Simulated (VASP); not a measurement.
# MnCo3F (Pm-3m) in VASP: single point with r2SCAN

Aim: the single point of MnCo3F with r2SCAN.

Program: VASP 6.6.1. These are calculated values, not measurements. Logs are shortened: lines on timing, memory, paths and dates and some standing lists are left out, and cuts for length are marked.

**1. Starting point**

It takes space group Pm-3m (No. 221, cubic). Conventional cell: a = 3.689 Å, b = 3.689 Å, c = 3.689 Å, α = 90.00°, β = 90.00°, γ = 90.00°. Around Mn (site symmetry m-3m) lie 12 Co at 2.61 Å. Co (site symmetry 4/mmm) is surrounded by 2 F at 1.84 Å. F (site symmetry m-3m) has 6 Co at 1.84 Å as nearest neighbours.

The cell was built by a generator and needn't be a form met in nature.

**2. Single point, r2SCAN**

File POSCAR:

```
MnCo3F
1.0
    3.6887141800      0.0000000000      0.0000000000
    0.0000000000      3.6887141800      0.0000000000
    0.0000000000      0.0000000000      3.6887141800
Mn Co F
1 3 1
Direct
    0.0000000000      0.0000000000      0.0000000000
    0.0000000000      0.5000000000      0.5000000000
    0.5000000000      0.0000000000      0.5000000000
    0.5000000000      0.5000000000      0.0000000000
    0.5000000000      0.5000000000      0.5000000000
```

File INCAR.step1:

```
SYSTEM = MnCo3F
ALGO     = Normal         ! electronic algorithm
EDIFF    = 1E-4           ! SCF threshold, eV
ENCUT    = 520            ! plane-wave cutoff, eV
GGA      = PE             ! functional
ISMEAR   = -1             ! smearing method
LASPH    = .TRUE.         ! aspherical terms in the spheres
LCHARG   = .FALSE.        ! write CHGCAR
LREAL    = .FALSE.        ! projectors in reciprocal space
LWAVE    = .TRUE.         ! write WAVECAR
NBANDS   = 32             ! bands
NELM     = 100            ! most SCF steps
PREC     = Accurate       ! precision mode
SIGMA    = 0.1            ! smearing width, eV
```

File INCAR.step2:

```
SYSTEM = MnCo3F
ALGO     = Normal         ! electronic algorithm
EDIFF    = 1E-7           ! SCF threshold, eV
ENCUT    = 520            ! plane-wave cutoff, eV
ISIF     = 2              ! what is computed and relaxed
ISMEAR   = -1             ! smearing method
ISTART   = 1            
LASPH    = .TRUE.         ! aspherical terms in the spheres
LCHARG   = .FALSE.        ! write CHGCAR
LMIXTAU  = .TRUE.       
LREAL    = .FALSE.        ! projectors in reciprocal space
LWAVE    = .FALSE.        ! write WAVECAR
METAGGA  = R2SCAN         ! meta-GGA
NBANDS   = 32             ! bands
NELM     = 100            ! most SCF steps
PREC     = Accurate       ! precision mode
SIGMA    = 0.1            ! smearing width, eV
```

File KPOINTS:

```
k-points
0
G
  9 9 9
  0 0 0
```

Potentials or basis: VASP PAW PBE potentials, release 64 (Mn_pv, Co, F).

The run is started by

```bash
> cat potpaw_PBE.64/Mn_pv/POTCAR potpaw_PBE.64/Co/POTCAR potpaw_PBE.64/F/POTCAR > POTCAR
> cp INCAR.step1 INCAR
> mpirun -np 1 vasp_std > vasp.out
> cp INCAR.step2 INCAR
> mpirun -np 1 vasp_std > vasp.out
```

OUTCAR:

```text
SYSTEM = MnCo3F
   EDIFF = 1E-7
   ENCUT = 520
   ISIF = 2
   ISMEAR = -1
   ISTART = 1
   LASPH = .TRUE.
   LREAL = .FALSE.
   METAGGA = R2SCAN
   NELM = 100
   PREC = Accurate

 ion  position               nearest neighbor table
   1  0.000  0.000  0.000-   2 2.61   3 2.61   4 2.61   2 2.61   3 2.61   2 2.61   4 2.61   2 2.61
                             3 2.61   4 2.61   3 2.61   4 2.61
   2  0.000  0.500  0.500-   5 1.84   5 1.84   4 2.61   1 2.61   1 2.61   4 2.61   1 2.61   3 2.61
                             1 2.61   3 2.61   4 2.61   3 2.61   4 2.61   3 2.61
   3  0.500  0.000  0.500-   5 1.84   5 1.84   4 2.61   1 2.61   1 2.61   4 2.61   2 2.61   4 2.61
                             2 2.61   4 2.61   1 2.61   2 2.61   1 2.61   2 2.61
   4  0.500  0.500  0.000-   5 1.84   5 1.84   3 2.61   1 2.61   2 2.61   3 2.61   2 2.61   1 2.61
                             3 2.61   3 2.61   1 2.61   2 2.61   2 2.61   1 2.61
   5  0.500  0.500  0.500-   2 1.84   3 1.84   4 1.84   4 1.84   3 1.84   2 1.84

  LATTYP: Found a simple cubic cell.
 ALAT       =     3.6887141800

  Lattice vectors:

 A1 = (   3.6887141800,   0.0000000000,   0.0000000000)
 A2 = (   0.0000000000,   3.6887141800,   0.0000000000)
 A3 = (   0.0000000000,   0.0000000000,   3.6887141800)

Analysis of symmetry for initial positions (statically):
=====================================================================
 Subroutine PRICEL returns:
 Original cell was already a primitive cell.

 Routine SETGRP: Setting up the symmetry group for a
 simple cubic supercell.

 Subroutine GETGRP returns: Found 48 space group operations
 (whereof 48 operations were pure point group operations)
 out of a pool of 48 trial point group operations.

The static configuration has the point symmetry O_h .

Analysis of symmetry for dynamics (positions and initial velocities):
=====================================================================
 Subroutine PRICEL returns:
 Original cell was already a primitive cell.

 Routine SETGRP: Setting up the symmetry group for a
 simple cubic supercell.

 Subroutine GETGRP returns: Found 48 space group operations
 (whereof 48 operations were pure point group operations)
 out of a pool of 48 trial point group operations.

The dynamic configuration has the point symmetry O_h .

 Subroutine INISYM returns: Found 48 space group operations
 (whereof 48 operations are pure point group operations),
 and found     1 'primitive' translations

----------------------------------------------------------------------------------------

                                     Primitive cell

  volume of cell :      50.1909

  direct lattice vectors                    reciprocal lattice vectors
     3.688714180  0.000000000  0.000000000     0.271097177  0.000000000  0.000000000
     0.000000000  3.688714180  0.000000000     0.000000000  0.271097177  0.000000000
     0.000000000  0.000000000  3.688714180     0.000000000  0.000000000  0.271097177

  length of vectors
     3.688714180  3.688714180  3.688714180     0.271097177  0.271097177  0.271097177

  position of ions in fractional coordinates (direct lattice)
     0.000000000  0.000000000  0.000000000
     0.000000000  0.500000000  0.500000000
     0.500000000  0.000000000  0.500000000
     0.500000000  0.500000000  0.000000000
     0.500000000  0.500000000  0.500000000

  ion indices of the primitive-cell ions
   primitive index   ion index
                 1           1
                 2           2
                 3           3
                 4           4
                 5           5

----------------------------------------------------------------------------------------

 KPOINTS: k-points

Automatic generation of k-mesh.
 Grid dimensions read from file:
 generate k-points for:    9    9    9

 Generating k-lattice:

  Cartesian coordinates                     Fractional coordinates (reciprocal lattice)
     0.030121909  0.000000000  0.000000000     0.111111111  0.000000000  0.000000000
     0.000000000  0.030121909  0.000000000     0.000000000  0.111111111  0.000000000
     0.000000000  0.000000000  0.030121909     0.000000000  0.000000000  0.111111111

  Length of vectors
     0.030121909  0.030121909  0.030121909

  Shift w.r.t. Gamma in fractional coordinates (k-lattice)
     0.000000000  0.000000000  0.000000000

 Subroutine IBZKPT returns following result:
 ===========================================

 Found     35 irreducible k-points:

 Following reciprocal coordinates:
            Coordinates               Weight
  0.000000  0.000000  0.000000      1.000000
  0.111111  0.000000  0.000000      6.000000
  0.222222  0.000000  0.000000      6.000000
  0.333333  0.000000  0.000000      6.000000
  0.444444  0.000000  0.000000      6.000000
  0.111111  0.111111  0.000000     12.000000
[... 16 lines left out ...]
  0.333333  0.333333  0.111111     24.000000
  0.444444  0.333333  0.111111     48.000000
 [... further k-points ...]
   k-points           NKPTS =     35   k-points in BZ     NKDIM =     35   number of bands    NBANDS=     32
   number of dos      NEDOS =    301   number of ions     NIONS =      5
   total plane-waves  NPLWV =  21952
   dimension x,y,z NGX =    28 NGY =   28 NGZ =   28
   dimension x,y,z NGXF=    56 NGYF=   56 NGZF=   56
   ions per type =               1   3   1
   NGX,Y,Z   is equivalent  to a cutoff of  12.62, 12.62, 12.62 a.u.
   NGXF,Y,Z  is equivalent  to a cutoff of  25.24, 25.24, 25.24 a.u.
 SYSTEM =  MnCo3F
   PREC   = accura    normal or accurate (medium, high low for compatibility)
   ISTART =      1    job   : 0-new  1-cont  2-samecut
   ICHARG =      0    charge: 1-file 2-atom 10-const
   ISPIN  =      1    spin polarized calculation?
   LNONCOLLINEAR =      F non collinear calculations
   LSORBIT =      F    spin-orbit coupling
   LASPH  =      T    aspherical Exc in radial PAW
   ENCUT  =  520.0 eV  38.22 Ry    6.18 a.u.   6.86  6.86  6.86*2*pi/ulx,y,z
   NELM   =    100;   NELMIN=  2; NELMDL=  0     # of ELM steps
   EDIFF  = 0.1E-06   stopping-criterion for ELM
   LREAL  =      F    real-space projection
   EDIFFG = 0.1E-05   stopping-criterion for IOM
   NSW    =      0    number of steps for IOM
   IBRION =     -1    ionic relax: 0-MD 1-quasi-New 2-CG
   NFREE  =      0    steps in history (QN), initial steepest desc. (CG)
   ISIF   =      2    stress and relaxation
   ISYM   =      2    0-nonsym 1-usesym 2-fastsym
   POTIM  = 0.5000    time-step for ionic-motion
   TEBEG  =    0.0;   TEEND  =   0.0 temperature during run
   PSTRESS=    0.0 pullay stress
   NELECT =      47.0000    total number of electrons
   NUPDOWN=      -1.0000    fix difference up-down
   EMIN   =  10.00;   EMAX   =-10.00  energy-range for DOS
   EFERMI =   0.00;   METHOD = LEGACY
   ISMEAR =    -1;   SIGMA  =   0.10  broadening in eV -4-tet -1-fermi 0-gaus
   EFERMI_NEDOS =   21; number of points for ismear=-14 and -15
   IALGO  =     38    algorithm
   IMIX   =      4    mixing-type and parameters
     AMIX     =   0.40;   BMIX     =  1.00
     AMIX_MAG =   1.60;   BMIX_MAG =  1.00
  volume/ion in A,a.u.               =      10.04        67.74
  Fermi-wavevector in a.u.,A,eV,Ry     =   1.601643  3.026667 34.902495  2.565261
  Thomas-Fermi vector in A             =   2.698589
   LORBIT       =      0    0 simple, 1 ext, 2 COOP (PROOUT), +10 PAW based schemes
   METAGGA = R2SCAN    functional components
   LHFCALC =     F    Hartree Fock is set to
   AEXX    =    0.0000 exact exchange contribution
   IVDW    =     0    specifies the selected vdW correction
   LEPSILON=     F    determine dielectric tensor
   LRPA    =     F    only Hartree local field effects (RPA)
 non-spin polarized calculation
  energy-cutoff  :      520.00
  volume of cell :       50.19
 maximum number of plane-waves:      1366
 NGX is ok and might be reduce to    28
   NGX = 13   NGY = 13   NGZ = 13

 number of electron      46.9999967 magnetization

 Free energy of the ion-electron system (eV)
  ---------------------------------------------------
  ext. energy  EPLUGINS =         0.00000000
  ---------------------------------------------------
  free energy    TOTEN  =       -52.02999124 eV

  energy without entropy =      -51.68874443  energy(sigma->0) =      -51.85936784

 E-fermi :  10.2519     XC(G=0): -14.4055

 val. band max:       10.2446764829   @ k =   0.3333   0.2222   0.2222
 cond. band min:      10.2593716334   @ k =   0.4444   0.4444   0.0000
 fundamental gap:      0.0146951506
 Fermi energy:        10.2519373754

 k-point     1 :       0.0000    0.0000    0.0000
  band No.  band energies     occupation
      1     -39.4905      2.00000
      2     -39.4905      2.00000
      3     -39.4905      2.00000
      4     -21.8545      2.00000
      5      -1.7404      2.00000
      6      -1.7404      2.00000
[... 24 lines left out ...]
     31      14.0431      0.00000
     32      18.8905      0.00000

 k-point     2 :       0.1111    0.0000    0.0000
  band No.  band energies     occupation
      1     -39.4912      2.00000
      2     -39.4905      2.00000
      3     -39.4905      2.00000
      4     -21.8344      2.00000
      5      -1.9120      2.00000
      6      -1.7597      2.00000
[... 24 lines left out ...]
     31      14.4417      0.00000
     32      18.9139      0.00000

 k-point     3 :       0.2222    0.0000    0.0000
  band No.  band energies     occupation
      1     -39.4930      2.00000
      2     -39.4906      2.00000
      3     -39.4905      2.00000
      4     -21.7833      2.00000
      5      -2.3157      2.00000
      6      -1.8079      2.00000
[... 24 lines left out ...]
     31      15.3469      0.00000
     32      18.9933      0.00000

 k-point     4 :       0.3333    0.0000    0.0000
  band No.  band energies     occupation
      1     -39.4950      2.00000
      2     -39.4906      2.00000
      3     -39.4906      2.00000
      4     -21.7244      2.00000
      5      -2.7341      2.00000
      6      -1.8613      2.00000
[... 24 lines left out ...]
     31      16.4238      0.00000
     32      19.1532      0.00000

 k-point     5 :       0.4444    0.0000    0.0000
  band No.  band energies     occupation
      1     -39.4963      2.00000
      2     -39.4907      2.00000
      3     -39.4906      2.00000
      4     -21.6858      2.00000
      5      -2.9895      2.00000
      6      -1.8955      2.00000
[... 584 lines left out ...]
     31      16.3967      0.00000
     32      18.2694      0.00000

 k-point    22 :       0.4444    0.2222    0.1111
  band No.  band energies     occupation
      1     -39.4959      2.00000
      2     -39.4927      2.00000
      3     -39.4912      2.00000
      4     -21.5949      2.00000
      5      -3.0320      2.00000
      6      -2.4390      2.00000
[... 24 lines left out ...]
     31      17.0270      0.00000
     32      17.8009      0.00000

 k-point    23 :       0.3333    0.3333    0.1111
  band No.  band energies     occupation
      1     -39.4946      2.00000
      2     -39.4942      2.00000
      3     -39.4912      2.00000
      4     -21.5749      2.00000
      5      -2.8238      2.00000
      6      -2.8027      2.00000
[... 24 lines left out ...]
     31      16.4684      0.00000
     32      17.7801      0.00000

 k-point    24 :       0.4444    0.3333    0.1111
  band No.  band energies     occupation
      1     -39.4955      2.00000
      2     -39.4943      2.00000
      3     -39.4912      2.00000
      4     -21.5363      2.00000
      5      -3.0595      2.00000
      6      -2.8334      2.00000
[... 24 lines left out ...]
     31      15.8677      0.00000
     32      18.4413      0.00000

 [... further k-points ...]

------------------------ aborting loop because EDIFF is reached ----------------------------------------

  FORCE on cell =-STRESS in cart. coord.  units (eV):
  Direction    XX          YY          ZZ          XY          YZ          ZX
  --------------------------------------------------------------------------------------
  -------------------------------------------------------------------------------------
  Total        5.3475656      5.3475656      5.3475656      0.0000000      0.0000000     -0.0000000
  in kB      170.7032084    170.7032084    170.7032084      0.0000000      0.0000000     -0.0000000
  external PRESSURE =     170.7032084 kB  Pullay stress =       0.0000000 kB

 VOLUME and BASIS-vectors are now :
 -----------------------------------------------------------------------------
  energy-cutoff  :      520.00
  volume of cell :       50.19
      direct lattice vectors                 reciprocal lattice vectors
     3.688714180  0.000000000  0.000000000     0.271097177  0.000000000  0.000000000
     0.000000000  3.688714180  0.000000000     0.000000000  0.271097177  0.000000000
     0.000000000  0.000000000  3.688714180     0.000000000  0.000000000  0.271097177

 POSITION                                       TOTAL-FORCE (eV/Angst)
 -----------------------------------------------------------------------------------
      0.00000      0.00000      0.00000         0.000000      0.000000      0.000000
      0.00000      1.84436      1.84436         0.000000      0.000000      0.000000
      1.84436      0.00000      1.84436         0.000000      0.000000      0.000000
      1.84436      1.84436      0.00000         0.000000      0.000000      0.000000
      1.84436      1.84436      1.84436         0.000000      0.000000      0.000000
 -----------------------------------------------------------------------------------
    total drift:                                0.000000      0.000000      0.000000

  FREE ENERGIE OF THE ION-ELECTRON SYSTEM (eV)
  ---------------------------------------------------
  free  energy   TOTEN  =       -52.0299912424 eV

  energy  without entropy=      -51.6887444280  energy(sigma->0) =      -51.85936784
```

It took 3.2 min on 1 thread of Intel Xeon Platinum 8375C at 2.90GHz (Ice Lake), shared host; peak memory 0.2 GiB.

What came out:

| Item | Value |
| --- | --- |
| Free energy | -52.0300 eV |
| Pressure | 17.1 GPa |
| Band gap on the k mesh | none (metal or under the smearing width) |

Levels at points of the mesh, in eV from the Fermi level:
```
           k point  band 22  band 23  band 24  band 25  band 26  band 27
(0.00, 0.00, 0.00)     0.07     0.14     0.68     0.68     0.91     0.91
```

Caveat: so large a pressure means that the cell lies far from this level's equilibrium, or that cutoff or potentials fall short; the potentials were made for another functional, which shifts forces and pressure; an odd number of electrons without spin polarisation forces a metal; a magnetic or distorted state may lie lower; the run has no spin polarisation, though such a crystal can be magnetic; semilocal functionals often make such compounds metallic where correlation or magnetic order opens a gap, which also shifts bond lengths. With open d or f shells a metallic result of r2SCAN can be an artefact of self-interaction; +U or a hybrid may open a gap.
